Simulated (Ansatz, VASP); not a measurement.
# Cross-check of HfCdS3 between VASP and Ansatz, part 2 of 2

Aim: how closely do two programs agree when they are given the same cell, functional and k mesh? The cell is generated by rule, not measured, and may not be a known phase. The cell is taken from a series of runs on this material, whose earlier steps may have relaxed, scaled, displaced or heated it; both programs get it as it stands.

VASP 6.6.1 and Ansatz 0.2.0.

So far: The starting structure; VASP: relaxation of cell and atoms, PBEsol, pair 1.

### 3. Ansatz: relaxation of cell and atoms, PBEsol, pair 1

Level of this step: Ansatz beside VASP: Kohn-Sham DFT, plane waves, PBEsol (Ansatz).

Ansatz runs on its PAW soft_1 files.

The same cell, functional and mesh now go to Ansatz, which takes its cutoff from its data sets.

File input.yaml:

```yaml
crystal:
  lattice:
    - [-3.5585958188, 4.7178806843, 3.1547889972]
    - [3.5585958188, -4.7178806843, 3.1547889972]
    - [3.5585958188, 4.7178806843, -3.1547889972]
  atoms:
    - { symbol: Cd, position: [0.8037987833, 0.0537987833, 0.75] }
    - { symbol: Cd, position: [0.1962012167, 0.9462012167, 0.25] }
    - { symbol: Hf, position: [0.5, 0.5, 0.0] }
    - { symbol: Hf, position: [0.0, 0.5, 0.5] }
    - { symbol: S, position: [0.5904695501, 0.3404695501, 0.25] }
    - { symbol: S, position: [0.4095304499, 0.6595304499, 0.75] }
    - { symbol: S, position: [0.8280895095, 0.0, 0.3280895095] }
    - { symbol: S, position: [0.1719104905, 0.0, 0.6719104905] }
    - { symbol: S, position: [0.8280895095, 0.5, 0.8280895095] }
    - { symbol: S, position: [0.1719104905, 0.5, 0.1719104905] }
kpoints:
  mp_grid: { grid: [6, 6, 6] }
hamiltonian:
  xc: pbesol
  pseudopotentials: { kind: paw, azcp: { folder: soft_1 }, xc_functional: pbe }
scf:
  occupations: { method: fixed }
output:
  forces: true
  stress: true
  eigenvalues: true
relax:
  adjacent_minimum: "off"
  f_tol: 0.001
  max_steps: 60
  cell: { stress_tol: 0.01 }
```

The run is started by

```bash
$ ansatz run input.yaml --threads 4 --pin off --max-ram 16384MiB --backend cpu --events-out ev --progress --plain --runs-dir out
```

Numbers of over 12 decimals in the logs are rounded to 6 here.

The log of the run:

```text
Engine: ansatz 0.2.0, aarch64-unknown-linux-gnu
Pseudopotentials: kind: paw
Pseudopotential: Cd, paw, valence charge 20, recommended cutoff 420 eV (normal), soft_1/Cd.paw.azcp
Pseudopotential: Hf, paw, valence charge 26, recommended cutoff 420 eV (normal), soft_1/Hf.paw.azcp
Pseudopotential: S, paw, valence charge 6, recommended cutoff 420 eV (normal), soft_1/S.paw.azcp
Functional definition: PBEsol
  exchange = pbesol_x
  correlation = pbesol_c
Crystal: 10 atoms, lattice volume = 211.863 Å³
Basis set: ecut = 420 eV, 4123 PW (Γ), exchange–correlation on 90×90×90 points (8 copies of the dense FFT grid, shifted against one another)
Bands: 77, of which v1, the nominal top of the filled ones, is band 64 counted from 1 (63 counted from 0)
Symmetry: 8 space group operations
Space group: Imma (ITA 74), of the structure as read, at distance tolerance 6.0e-5 Å
k-points: 46 of 216
Non-local potential: Cd, projectors of the file, l = 0: 3, l = 1: 2, l = 2: 2, l = 3: 1
Non-local potential: Hf, projectors of the file, l = 0: 3, l = 1: 2, l = 2: 2, l = 3: 3
Non-local potential: S, projectors of the file, l = 0: 2, l = 1: 2, l = 2: 1
PAW form: soft (Blöchl's): semilocal exchange-correlation on the pseudo side does not see the compensation charge
PAW frozen core: Cd, regenerated for the run's functional, and the local potential with it (the file was generated under x = pbe(κ = 0.804, μ = 0.219515), c = pbe(β = 0.066725))
PAW frozen core: Hf, regenerated for the run's functional, and the local potential with it (the file was generated under x = pbe(κ = 0.804, μ = 0.219515), c = pbe(β = 0.066725))
PAW frozen core: S, regenerated for the run's functional, and the local potential with it (the file was generated under x = pbe(κ = 0.804, μ = 0.219515), c = pbe(β = 0.066725))
PAW one-centre angular grid: Cd, 590 points (default); XC on 64 Gauss nodes
PAW one-centre angular grid: Hf, 590 points (default); XC on 64 Gauss nodes
PAW one-centre angular grid: S, 110 points (default); XC on 64 Gauss nodes
Initial density: superposition of atomic densities (chi_scale 0.1, normalization cell, long waves kept (reshape's long-wave potential 0.00 eV rms))
Initial wavefunctions: pseudopotential atomic-orbital guess
Functional: x = pbesol(κ = 0.804, μ = 0.123457), c = pbesol(β = 0.046)
SCF iter   1: F=—  HF=-52888.435510 eV  |F-HF|=—  |Δ(HF+E_count)|=         —  Δρ=4.84e-2  dr2=1.02e1  ethr=3.10e-3  ⟨swp⟩=4.8  Hψ=11572  notcnv=0  defer=500
preconditioner: auto → Resta (q_TF=auto, 2.509 Å⁻¹)  ε∞=5.6  [insulator: Δε(μ)=0.083 eV  Ē_g=11.649 eV  n_scr=58 (ndim 8)  ℏωp=25.0 eV  f_vac=0.003  ε∞_Penn≈5.6]
SCF iter   2: F=—  HF=-52886.320781 eV  |F-HF|=—  |Δ(HF+E_count)|=    2.11e0  Δρ=2.08e-2  dr2=1.22e0  ethr=3.10e-3  ⟨swp⟩=3.0  Hψ=6985  notcnv=0  defer=486
SCF iter   3: F=—  HF=-52885.931706 eV  |F-HF|=—  |Δ(HF+E_count)|=   3.89e-1  Δρ=1.07e-2  dr2=3.25e-1  ethr=9.52e-4  ⟨swp⟩=2.0  Hψ=5672  notcnv=0  defer=501
SCF iter   4: F=—  HF=-52885.837041 eV  |F-HF|=—  |Δ(HF+E_count)|=   9.47e-2  Δρ=4.30e-3  dr2=4.22e-2  ethr=2.54e-4  ⟨swp⟩=2.9  Hψ=6763  notcnv=0  defer=506
SCF iter   5: F=—  HF=-52885.836621 eV  |F-HF|=—  |Δ(HF+E_count)|=   4.20e-4  Δρ=1.44e-3  dr2=5.45e-3  ethr=3.29e-5  ⟨swp⟩=2.0  Hψ=5643  notcnv=0  defer=506
SCF iter   6: F=—  HF=-52885.836481 eV  |F-HF|=—  |Δ(HF+E_count)|=   1.40e-4  Δρ=3.14e-4  dr2=3.53e-4  ethr=4.25e-6  ⟨swp⟩=2.0  Hψ=5542  notcnv=0  defer=506
SCF iter   7: F=—  HF=-52885.836731 eV  |F-HF|=—  |Δ(HF+E_count)|=   2.50e-4  Δρ=1.19e-4  dr2=6.30e-5  ethr=2.75e-7  ⟨swp⟩=2.0  Hψ=5819  notcnv=0  defer=470
SCF iter   8: F=—  HF=-52885.836702 eV  |F-HF|=—  |Δ(HF+E_count)|=   2.90e-5  Δρ=6.25e-5  dr2=7.27e-6  ethr=4.92e-8  ⟨swp⟩=2.0  Hψ=6272  notcnv=0  defer=315
SCF iter   9: F=—  HF=-52885.836702 eV  |F-HF|=—  |Δ(HF+E_count)|=   2.42e-7  Δρ=2.41e-5  dr2=1.32e-6  ethr=5.68e-9  ⟨swp⟩=2.0  Hψ=6222  notcnv=0  defer=318
SCF iter  10: F=-52885.836703 eV  HF=-52885.836703 eV  |F-HF|=8.11e-9  |Δ(HF+E_count)|=   1.48e-7  Δρ=6.07e-6  dr2=9.57e-8  ethr=7.81e-11  ⟨swp⟩=12.8  Hψ=23699  notcnv=0
SCF 1 converged in 10 iterations: F = -52885.836703 eV  dr2 = 9.57e-8
  greatest PAW one-centre occupation: 1.000 electrons in one spin orbital (limit 2), on the Cd atom at site 1 (counted from 0), in its partial waves of l = 0
relax step   1: F+E_penalty+E_count = -52885.83670261 eV  Δ(F+E_penalty+E_count) = +0.000e0 eV  max|allowed force component| = 7.540e-4 eV/Å  Δτ_max = 0.0000 Å  P = -0.007 GPa  Ω = 211.863 Å³  (10 SCF iters, dr2 threshold 1.00e-7 eV, accepted)
[...]
relax step   2: F+E_penalty+E_count = -52885.83670905 eV  Δ(F+E_penalty+E_count) = -6.441e-6 eV  max|allowed force component| = 8.486e-5 eV/Å  Δτ_max = 0.0004 Å  P = +0.002 GPa  Ω = 211.840 Å³  energy of the carried Pulay correction = +4.840e-6 eV  (6 SCF iters, dr2 threshold 5.14e-10 eV, accepted)
[...]
relax step   3: F+E_penalty+E_count = -52885.83670611 eV  Δ(F+E_penalty+E_count) = +2.942e-6 eV  max|allowed force component| = 8.583e-5 eV/Å  Δτ_max = 0.0000 Å  P = +0.002 GPa  Ω = 211.840 Å³  stress off target by 6.12e-3 GPa  SCF on the basis re-selected at this cell (its energy is not comparable with the rows above)  (8 SCF iters)
basis re-selected at this cell: Δ(F+E_penalty+E_count) = +2.942e-6 eV, ΔP = -0.000 GPa vs the last step (what re-selecting the basis moved, of the pressure what is left beyond the Pulay correction that the steps carried, after the strain that the cell walked since its last selection, with what the two solves' SCF thresholds leave and, on support functions, any second-order correction that the steps lacked; it is no m [...]
SCF converged after 8 iterations
Free energy (F): -52885.836706 eV
Harris-Foulkes:  -52885.836706 eV  (|F-HF|=7.28e-12)
Internal energy: -52885.836706 eV  (E = F + TS)
E sigma→0 (E₀):  -52885.836706 eV
Fermi energy:    9.461994 eV
--- Per-component energies (eV) ---
  E_band       = -1321.796118
  E_kinetic    = 2327.160457
  E_local      = -24338.002291  (includes V_loc(G=0)·N_el)
  E_nonlocal   = 590.653084
  E_hartree    = 11395.432395
  E_xc         = -1367.323874
  E_vxc        = -1394.876561  (∫ρ·V_xc dr)
  E_paw        = -26767.378647  (= ΣΔE_a)
  E_vpaw       = -1297.596326  (= ΣTr[D̂ρ^β])
  E_aug_tail   = 0.000827  (compensation charges beyond the density's cutoff)
  E_ewald      = -14729.936387
  E_core_change = 3.557730  (= ΣΔE_core)
  E_smearing   = -0.000000  (= −TS)
  E_closure    = -0.000000  (closes the sum)
  Σ components = -52885.836706   (vs F -52885.836706, Δ=0.00e0)
--- Forces (eV/Å), atoms counted from 1 ---
  atom   1  Cd     0.00000000     0.00000000    -0.00008497
  atom   2  Cd    -0.00000000    -0.00000000     0.00008497
  atom   3  Hf     0.00000000     0.00000000     0.00000000
  atom   4  Hf    -0.00000000     0.00000000     0.00000000
  atom   5  S      0.00000000     0.00000000    -0.00008583
  atom   6  S     -0.00000000    -0.00000000     0.00008583
  atom   7  S      0.00000000     0.00006629    -0.00000000
  atom   8  S     -0.00000000    -0.00006629     0.00000000
  atom   9  S     -0.00000000     0.00006629     0.00000000
  atom  10  S      0.00000000    -0.00006629     0.00000000
  max |Σ_I F_I| component: 6.95e-18 eV/Å
--- Stress (GPa, compression-positive) ---
       -0.003129       0.000000      -0.000000
        0.000000       0.006115      -0.000000
       -0.000000      -0.000000       0.004103
  P = ⅓ Tr σ = 0.0024 GPa (0.024 kbar)
--- Band table (eV; the first three rows and the last of 46) ---
  k-point 0: bands = [... 60 lower, 8.9038, 9.0704, 9.3395, 9.4576, 10.2920, 10.8012, 11.3599, 11.3931, ... 9 higher]
  k-point 1: bands = [... 60 lower, 8.5825, 8.9156, 9.1893, 9.2758, 10.6525, 10.9736, 11.4092, 11.7958, ... 9 higher]
  k-point 2: bands = [... 60 lower, 8.1778, 8.6456, 8.9988, 9.0280, 11.0998, 11.2747, 11.6681, 11.9296, ... 9 higher]
  k-point 45: bands = [... 60 lower, 7.5669, 8.2669, 8.5455, 8.7932, 10.2796, 10.2830, 11.7672, 11.8068, ... 9 higher]
--- Relaxed structure (2 steps of the walk, 2 accepted, 1 SCFs on fresh bases) ---
  F+E_penalty+E_count = -52885.83670611 eV   max|allowed force component| = 8.583e-5 eV/Å   (the final SCF, on the basis selected at the relaxed cell)
  cell:  # Å, volume = 211.8405 Å³
    - [-3.559158, 4.717446, 3.154241]
    - [3.559158, -4.717446, 3.154241]
    - [3.559158, 4.717446, -3.154241]
  atoms:
    - { symbol: Cd, position: [0.803868, 0.053868, 0.750000] }
    - { symbol: Cd, position: [0.196132, 0.946132, 0.250000] }
    - { symbol: Hf, position: [0.500000, 0.500000, 0] }
    - { symbol: Hf, position: [0, 0.5, 0.5] }
    - { symbol: S, position: [0.590436, 0.340436, 0.250000] }
    - { symbol: S, position: [0.409564, 0.659564, 0.750000] }
    - { symbol: S, position: [0.828083, 0.0, 0.328083] }
    - { symbol: S, position: [0.171917, -2.7755575615628914e-17, 0.671917] }
    - { symbol: S, position: [0.828083, 0.5, 0.828083] }
    - { symbol: S, position: [0.171917, 0.5, 0.171917] }
```

In the SCF lines HF is the Harris–Foulkes energy and dr2 the Hartree energy of the density residual, in eV; the loop may stop once dr2 is under the threshold and the program's other checks hold. Hψ counts applications of the Hamiltonian.

### 4. Side by side

Known differences besides the potentials themselves: fixed occupations in Ansatz, narrow Gaussian smearing in VASP; the data sets hold 128 valence electrons in Ansatz (on its PAW soft_1 files) and 80 in VASP; the cutoff is 420 eV in Ansatz and 500 eV in VASP; Ansatz makes its cores anew for this functional, VASP keeps those of its PBE data sets; Ansatz adds a Pulay correction to the stress that steers its cell, VASP none. Total energies have different zeros and are not compared.

Compared:

```csv
quantity,Ansatz,VASP,difference
volume (Å³),211.84,211.61,+0.11 %
"edge a after relaxation, in the typed setting (Å)",6.699,6.696,+0.04 %
```

### 5. Ansatz: relaxation of cell and atoms, PBEsol, pair 2

The relaxed volume is the usual yardstick between codes: in a stiff, nearly cubic crystal its relative difference is about their pressure difference at one cell divided by the bulk modulus. Its start cell is another than that of the pair before, and may be another structure of the material.

The cell is taken from a series of runs on this material, whose earlier steps may have relaxed, scaled, displaced or heated it; both programs get it as it stands.

input.yaml, the sections that differ from step 3:

```yaml
crystal:
  lattice:
    - [6.7468565776, 0.0, 0.0]
    - [0.0, 6.7468565776, 0.0]
    - [0.0, 0.0, 4.7597441063]
  atoms:
    - { symbol: Cd, position: [0.5, 0.0, 0.0] }
    - { symbol: Cd, position: [0.0, 0.5, 0.0] }
    - { symbol: Hf, position: [0.0, 0.0, 0.5] }
    - { symbol: Hf, position: [0.5, 0.5, 0.5] }
    - { symbol: S, position: [0.338679136, 0.838679136, 0.5] }
    - { symbol: S, position: [0.661320864, 0.161320864, 0.5] }
    - { symbol: S, position: [0.161320864, 0.338679136, 0.5] }
    - { symbol: S, position: [0.838679136, 0.661320864, 0.5] }
    - { symbol: S, position: [0.0, 0.0, 0.0] }
    - { symbol: S, position: [0.5, 0.5, 0.0] }
kpoints:
  mp_grid: { grid: [6, 6, 8] }
scf:
  occupations: { method: methfessel_paxton, width: 0.2 }
# hamiltonian, output, relax: as in step 3
```

The log of the run:

```text
[...]
Crystal: 10 atoms, lattice volume = 216.664 Å³
Basis set: ecut = 420 eV, 4247 PW (Γ), exchange–correlation on 96×96×64 points (8 copies of the dense FFT grid, shifted against one another)
Bands: 77, of which v1, the nominal top of the filled ones, is band 64 counted from 1 (63 counted from 0)
Symmetry: 16 space group operations
[...]
k-points: 50 of 288
[...]
- { symbol: Cd, position: [0, 0.5, 0] }
    - { symbol: Hf, position: [0, 0, 0.500000] }
    - { symbol: Hf, position: [0.5, 0.5, 0.500000] }
    - { symbol: S, position: [0.338676, 0.838676, 0.500000] }
    - { symbol: S, position: [0.661324, 0.161324, 0.500000] }
    - { symbol: S, position: [0.161324, 0.338676, 0.500000] }
    - { symbol: S, position: [0.838676, 0.661324, 0.500000] }
    - { symbol: S, position: [0, 0, 0] }
    - { symbol: S, position: [0.5, 0.5, 0] }
[key lines of the parts left out:]
SCF converged after 6 iterations
Free energy (F): -52884.085978 eV
Fermi energy:    9.376763 eV
P = ⅓ Tr σ = 0.0005 GPa (0.005 kbar)
```

### 6. VASP: relaxation of cell and atoms, PBEsol, pair 2

The same cell, functional, mesh and smearing now go to VASP, with its own data sets.

File INCAR:

```
SYSTEM = HfCdS3
PREC = Accurate
ENCUT = 500
EDIFF = 1E-07
NELM = 120
ISMEAR = 1
SIGMA = 0.2
LREAL = .FALSE.
ALGO = Normal
GGA = PS
NBANDS = 50
LASPH = .TRUE.
LORBIT = 11
LWAVE = .FALSE.
LCHARG = .FALSE.
ISIF = 3
IBRION = 2
NSW = 80
EDIFFG = -0.005
GGA_COMPAT = .FALSE.
NELMIN = 4
KPAR = 2
```

File POSCAR:

```
HfCdS3
1.0
    6.7468570000      0.0000000000      0.0000000000
    0.0000000000      6.7468570000      0.0000000000
    0.0000000000      0.0000000000      4.7597440000
Cd Hf S
2 2 6
Direct
    0.5000000000      0.0000000000      0.0000000000
    0.0000000000      0.5000000000      0.0000000000
    0.0000000000      0.0000000000      0.5000000000
    0.5000000000      0.5000000000      0.5000000000
    0.3386791435      0.8386791435      0.5000000000
    0.6613208566      0.1613208566      0.5000000000
    0.1613208566      0.3386791435      0.5000000000
    0.8386791435      0.6613208566      0.5000000000
    0.0000000000      0.0000000000      0.0000000000
    0.5000000000      0.5000000000      0.0000000000
```

File KPOINTS:

```
Automatic mesh
0
Gamma
6 6 8
0 0 0
```

PAW data sets: Cd, Hf_pv and S (PBE family, release 64).

The run is started by

```bash
$ mpirun -np 2 vasp_std
```

The log of the run:

```text
[banner, memory and clock lines left out]
running    2 mpi-ranks, on    1 nodes
[...]
[... a notice as in an earlier step ...]

 LDA part: xc-table for (Slater+PW92), standard interpolation
 POSCAR, INCAR and KPOINTS ok, starting setup
[...]
entering main loop
       N       E                     dE             d eps       ncg     rms          rms(c)
DAV:   1     0.507828919597E+03    0.50783E+03   -0.38071E+04  5000   0.142E+03
DAV:   2    -0.205785830908E+02   -0.52841E+03   -0.50232E+03  5796   0.350E+02
DAV:   3    -0.628512192247E+02   -0.42273E+02   -0.41318E+02  6212   0.845E+01
DAV:   4    -0.637918863061E+02   -0.94067E+00   -0.93662E+00  5904   0.130E+01
[...]
DAV:  14    -0.585973160482E+02   -0.49570E-06   -0.53076E-06  5812   0.934E-03    0.262E-02
DAV:  15    -0.585973156569E+02    0.39128E-06   -0.14001E-06  5688   0.466E-03    0.758E-03
DAV:  16    -0.585973157433E+02   -0.86376E-07   -0.29008E-07  4734   0.229E-03
   1 F= -.58597316E+02 E0= -.58598496E+02  d E =-.585973E+02
[... from here on, the cycles between the ionic steps are left out ...]
   2 F= -.58597631E+02 E0= -.58598802E+02  d E =-.315377E-03
   3 F= -.58597682E+02 E0= -.58598856E+02  d E =-.366407E-03
   4 F= -.58597803E+02 E0= -.58598990E+02  d E =-.120668E-03
   5 F= -.58597808E+02 E0= -.58598999E+02  d E =-.125878E-03
   6 F= -.58597836E+02 E0= -.58599020E+02  d E =-.279836E-04
 trial-energy change:   -0.000028  1 .order   -0.000027   -0.000037   -0.000018
 step:   1.6996(harm=  1.9682)  dis= 0.00071  next Energy=   -58.597843 (dE=-0.346E-04)
 reached required accuracy - stopping structural energy minimisation
```

OUTCAR, selected parts (step 6):

```text
  Total        0.0186578      0.0186578     -0.0262314      0.0000000      0.0000000      0.0000000
  in kB        0.1382183      0.1382183     -0.1943241      0.0000000      0.0000000      0.0000000
  external PRESSURE =       0.0273708 kB  Pullay stress =       0.0000000 kB

 POSITION                                       TOTAL-FORCE (eV/Angst)
 -----------------------------------------------------------------------------------
      3.37037      0.00000      0.00000         0.000000      0.000000      0.000000
      0.00000      3.37037      4.75983         0.000000     -0.000000      0.000000
      0.00000     -0.00000      2.37991         0.000000     -0.000000      0.000000
      3.37037      3.37037      2.37991         0.000000     -0.000000      0.000000
      2.28034      5.65070      2.37991        -0.002462     -0.002462      0.000000
      4.46040      1.09003      2.37991         0.002462      0.002462     -0.000000
      1.09003      2.28034      2.37991         0.002462     -0.002462      0.000000
      5.65070      4.46040      2.37991        -0.002462      0.002462     -0.000000
      0.00000      0.00000      0.00000         0.000000      0.000000      0.000000
      3.37037      3.37037     -0.00000         0.000000     -0.000000      0.000000
 -----------------------------------------------------------------------------------
    total drift:                               -0.000001     -0.000001     -0.000000

  FREE ENERGIE OF THE ION-ELECTRON SYSTEM (eV)
  ---------------------------------------------------
  free  energy   TOTEN  =       -58.5978360119 eV

  energy  without entropy=      -58.6013867378  energy(sigma->0) =      -58.59901959

[... 1 part as in an earlier step ...]

[... 3 further parts left out ...]
[key lines of the parts left out:]
E-fermi :   3.6197
```

### 7. Comparison

What differs besides the data sets and the points named for the pairs above, as far as they apply: the data sets hold 128 valence electrons in Ansatz (on its PAW soft_1 files) and 80 in VASP. Total energies have different zeros and are not compared.

Compared:

```csv
quantity,Ansatz,VASP,difference
volume (Å³),216.67,216.27,+0.18 %
"edge a after relaxation, in the typed setting (Å)",6.747,6.741,+0.10 %
"edge c after relaxation, in the typed setting (Å)",4.759,4.760,-0.01 %
```

### 8. Outcome

| Item | Value |
| --- | --- |
| difference in volume (relaxation of cell and atoms, PBEsol, pair 1) | 0.11 % |
| difference in volume (relaxation of cell and atoms, PBEsol, pair 2) | 0.18 % |

What this shows: The difference in volume is 0.18 % (relaxation of cell and atoms, PBEsol, pair 2), within the 1.2 % picked in this series as the mark of a large difference, as far as the stopping tolerances let one tell. The data sets hold unlike numbers of valence electrons (128 in Ansatz and 80 in VASP), so part of the differences comes from the potentials. Such differences can come from data sets, numerical settings and the points named under the comparisons, not from the functional's error against experiment.

[Lines on the potential files, build, host, timing and source positions are cut from VASP's logs without a mark.]

[Logs are printed without paths, hosts, clocks, repeated set-up lines and the standing remarks that a program may print on its own settings, such as how far it seeks lower states.]

[Hosts, paths, dates, database ids (printed as entryN), source tags and the programs' standing remarks are cut or masked in the printed files.]
